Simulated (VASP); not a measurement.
```xyz
2
Lattice="0.0000 2.4525 2.4525 2.4525 0.0000 2.4525 2.4525 2.4525 0.0000" Properties=species:S:1:pos:R:3 pbc="T T T"
B      0.0000     0.0000     0.0000
As     1.2263     1.2263     1.2263
```

The numbers are results of vdW-DF2, VASP's PBE PAW potentials (set 64) (plane waves; VASP 6.6.1), not measurements. Settings: 520 eV cut-off, 8×8×8 Γ-centred mesh, Gaussian smearing of 0.050 eV, potentials B As.

What does the run give for the energy per atom (σ→0)?

* **energy per atom (σ→0)**: -4052 meV/atom

The absolute energy has meaning only against runs of the same code, potentials and settings.

The compound is BAs in the zinc blende structure. It was relaxed first, which changed the volume by +8 %. The start is the result of an earlier pass.
